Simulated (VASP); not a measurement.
Calculation: PW91 GGA, VASP's PBE PAW potentials (set 64) (plane waves; VASP 6.6.1).

VASP input:

File POSCAR:
```
V
1.5121720
 -1.0000000839   1.0000000839   1.0000000839
  1.0000000839  -1.0000000839   1.0000000839
  1.0000000839   1.0000000839  -1.0000000839
V
1
Direct
  0.0000000000   0.0000000000   0.0000000000
```

**INCAR**
```
SYSTEM  =  V
PREC  =  Accurate; ENCUT  =  520; LREAL  =  .False.
LASPH  =  .True.
EDIFF  =  1E-7; NELM  =  100; ALGO  =  Normal
LMAXMIX  =  4
ISMEAR  =  1; SIGMA  =  0.1
GGA  =  91
ISIF  =  2
LWAVE  =  .False.; LCHARG  =  .False.
```

KPOINTS:
```
Automatic mesh
0
Gamma
17 17 17
0 0 0
```

POTCAR, in this order: V_sv (PBE.64 set). Program: vasp_std.

What VASP printed:

### OSZICAR
```
       N       E                     dE             d eps       ncg     rms          rms(c)
DAV:   1     0.848537648530E+02    0.84854E+02   -0.72999E+03  3300   0.141E+03
DAV:   2    -0.883845648941E+01   -0.93692E+02   -0.91856E+02  3390   0.367E+02
DAV:   3    -0.103431159127E+02   -0.15047E+01   -0.14759E+01  3466   0.544E+01
DAV:   4    -0.103529051119E+02   -0.97892E-02   -0.97881E-02  3332   0.460E+00
DAV:   5    -0.103530160892E+02   -0.11098E-03   -0.11098E-03  3460   0.492E-01    0.175E+01
DAV:   6    -0.897397446206E+01    0.13790E+01   -0.58108E+00  3314   0.357E+01    0.145E+00
DAV:   7    -0.895667207849E+01    0.17302E-01   -0.21778E-02  3318   0.250E+00    0.882E-01
DAV:   8    -0.894844962292E+01    0.82225E-02   -0.64349E-03  3346   0.136E+00    0.583E-02
DAV:   9    -0.894849699897E+01   -0.47376E-04   -0.62511E-05  3320   0.131E-01    0.314E-02
DAV:  10    -0.894850178696E+01   -0.47880E-05   -0.73441E-06  3326   0.315E-02    0.188E-03
DAV:  11    -0.894850237477E+01   -0.58781E-06   -0.15359E-07  2600   0.604E-03    0.788E-04
DAV:  12    -0.894850266168E+01   -0.28691E-06   -0.32716E-08  1658   0.308E-03    0.460E-04
DAV:  13    -0.894850268919E+01   -0.27507E-07   -0.42689E-09  1650   0.104E-03
   1 F= -.89485027E+01 E0= -.89481395E+01  d E =-.108953E-02
```

File OUTCAR:
```
------------------------ aborting loop because EDIFF is reached ----------------------------------------
  FORCE on cell =-STRESS in cart. coord.  units (eV):
  Direction    XX          YY          ZZ          XY          YZ          ZX
  --------------------------------------------------------------------------------------
  Total       -0.4161069     -0.4161069     -0.4161069      0.0000000     -0.0000000      0.0000000
  in kB      -48.2005272    -48.2005272    -48.2005272      0.0000000     -0.0000000      0.0000000
  external PRESSURE =     -48.2005272 kB  Pullay stress =       0.0000000 kB
  volume of cell :       13.83
      direct lattice vectors                 reciprocal lattice vectors
    -1.512172127  1.512172127  1.512172127     0.000000000  0.330650189  0.330650189
     1.512172127 -1.512172127  1.512172127     0.330650189  0.000000000  0.330650189
     1.512172127  1.512172127 -1.512172127     0.330650189  0.330650189  0.000000000
 POSITION                                       TOTAL-FORCE (eV/Angst)
 -----------------------------------------------------------------------------------
      0.00000      0.00000      0.00000         0.000000     -0.000000     -0.000000
 -----------------------------------------------------------------------------------
    total drift:                                0.000000     -0.000000      0.000000
  FREE ENERGIE OF THE ION-ELECTRON SYSTEM (eV)
  ---------------------------------------------------
  free  energy   TOTEN  =        -8.9485026892 eV

  energy  without entropy=       -8.9474131601  energy(sigma->0) =       -8.94813951
```
(Selected blocks of OUTCAR.)

File OUTCAR:
```
 val. band max:        9.3177427466   @ k =   0.3529   0.1765   0.0000

 cond. band min:       9.3400324247   @ k =   0.2353   0.0000   0.0000


 Fermi energy:         9.3252724299

 k-point     1 :       0.0000    0.0000    0.0000
  band No.  band energies     occupation
      1     -54.2316      2.00000
      2     -27.7016      2.00000
      3     -27.7016      2.00000
      4     -27.7016      2.00000
      5       2.8587      2.00000
      6       9.7128     -0.00000
      7       9.7128     -0.00000
      8       9.7128     -0.00000
      9      11.6576      0.00000
     10      11.6576      0.00000

 k-point     2 :       0.0588    0.0000    0.0000
  band No.  band energies     occupation
      1     -54.2256      2.00000
      2     -27.7309      2.00000
      3     -27.7106      2.00000
      4     -27.7018      2.00000
      5       2.9953      2.00000
      6       9.6558     -0.00003
      7       9.7013     -0.00000
      8       9.8089     -0.00000
      9      11.5919      0.00000
     10      11.6614      0.00000

 k-point     3 :       0.1176    0.0000    0.0000
  band No.  band energies     occupation
      1     -54.2083      2.00000
      2     -27.8141      2.00000
      3     -27.7363      2.00000
      4     -27.7023      2.00000
      5       3.3931      2.00000
      6       9.4958     -0.03668
      7       9.6469     -0.00005
      8      10.0903     -0.00000
      9      11.4441      0.00000
     10      11.6748      0.00000

 k-point     4 :       0.1765    0.0000    0.0000
  band No.  band energies     occupation
      1     -54.1821      2.00000
      2     -27.9389      2.00000
      3     -27.7750      2.00000
      4     -27.7031      2.00000
      5       4.0117      2.00000
      6       9.2621      1.86771
      7       9.5144     -0.02236
      8      10.5366     -0.00000
      9      11.3291      0.00000
     10      11.7030      0.00000

 k-point     5 :       0.2353    0.0000    0.0000
...
```

The compound is V in the bcc structure. This cell is one point of a volume scan, at 1.03 of the reference volume. The run is not spin-polarised, so no magnetic state was tried.
